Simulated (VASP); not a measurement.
Input:

```
Ge
1.0
    0.00000     2.83247     2.83247
    2.83247     0.00000     2.83247
    2.83247     2.83247     0.00000
Ge
2
Direct
  0.00000   0.00000   0.00000
  0.25000   0.25000   0.25000
```

These are r2SCAN meta-GGA, VASP's PBE PAW potentials (set 64) (plane waves; VASP 6.6.1) values and carry that method's errors. Run with 480 eV cut-off, 8×8×8 Γ-centred mesh, Gaussian smearing of 0.050 eV, potentials Ge_d.

Each row applies one change to this cell, which was relaxed at other settings and keeps the small stress of the first row; at a fixed cut-off the stress holds a Pulay part, so it need not integrate to ΔE exactly. Stress is in GPa, positive when the cell is compressed; gaps are those on the k-mesh, and 0.00 means metallic.

| change | ΔE (meV/atom) | σxx | σyy | σzz | largest shear component, with its sign (GPa) | largest force (eV/Å) | gap (eV) |
|---|---|---|---|---|---|---|---|
| none | 0.0 | 0.21 | 0.21 | 0.21 | 0.00 | 0.000 | 0.37 |
| uniaxial strain of -0.5 % along y | 0.5 | 0.44 | 0.86 | 0.44 | 0.00 | 0.000 | 0.39 |
| uniaxial strain of +4.0 % along x | (withheld) | (withheld) | (withheld) | (withheld) | (withheld) | (withheld) | (withheld) |
| shear strain γ_xz = +3.0 % | 5.6 | 0.33 | 0.27 | 0.33 | -2.63 | 0.255 | 0.27 |
| uniaxial strain of -2.0 % along x | (withheld) | (withheld) | (withheld) | (withheld) | (withheld) | (withheld) | (withheld) |
| isotropic strain of -1.5 % | 14.0 | 4.05 | 4.05 | 4.05 | 0.00 | 0.000 | 0.58 |
| atom 2 (Ge) moved by -0.075 Å along z | 16.6 | 0.49 | 0.49 | 0.30 | 2.25 | 0.870 | 0.00 |
| atom 2 (Ge) moved by -0.200 Å along y | 114.2 | 2.17 | 0.78 | 2.17 | 6.45 | 2.185 | 0.00 |
| biaxial strain of -1.0 % in the xz plane | 3.9 | 2.10 | 1.25 | 2.10 | 0.00 | 0.000 | 0.47 |

**Question.** Complete the blanks.

**Answer.** 
- uniaxial strain of +4.0 % along x, ΔE (meV/atom): 11.3
- uniaxial strain of +4.0 % along x, σxx: -4.49
- uniaxial strain of +4.0 % along x, σyy: -1.23
- uniaxial strain of +4.0 % along x, σzz: -1.23
- uniaxial strain of +4.0 % along x, largest shear component, with its sign (GPa): 0.00
- uniaxial strain of +4.0 % along x, largest force (eV/Å): 0.000
- uniaxial strain of +4.0 % along x, gap (eV): 0.00
- uniaxial strain of -2.0 % along x, ΔE (meV/atom): 5.0
- uniaxial strain of -2.0 % along x, σxx: 2.91
- uniaxial strain of -2.0 % along x, σyy: 1.29
- uniaxial strain of -2.0 % along x, σzz: 1.29
- uniaxial strain of -2.0 % along x, largest shear component, with its sign (GPa): 0.00
- uniaxial strain of -2.0 % along x, largest force (eV/Å): 0.000
- uniaxial strain of -2.0 % along x, gap (eV): 0.38

Failed runs are left out, and for metals the shear rows, which the mesh's noise covers.

The compound is Ge in the diamond structure.
